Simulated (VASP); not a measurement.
```
Ni3Si
1.0
    3.53080     0.00000     0.00000
    0.00000     3.53080     0.00000
    0.00000     0.00000     3.53080
Si Ni
1 3
Direct
  0.00000   0.00000   0.00000
  0.00000   0.50000   0.50000
  0.50000   0.00000   0.50000
  0.50000   0.50000   0.00000
```

Method: PBEsol GGA, VASP's PBE PAW potentials (set 64) (plane waves; VASP). Settings: 520 eV cut-off, 9×9×9 Γ-centred mesh, first-order Methfessel-Paxton smearing of 0.10 eV, potentials Si Ni.

Q: Give the stress tensor in GPa (positive for a compressed cell).

A: 
```
-12.31    0.00    0.00
  0.00  -12.31    0.00
  0.00    0.00  -12.31
```
The pressure is its mean diagonal, -12.31 GPa.

The compound is Ni3Si in the L1_2 structure. This cell is one point of a volume scan, at 1.06 of the reference volume. The run is not spin-polarised, so no magnetic state was tried.
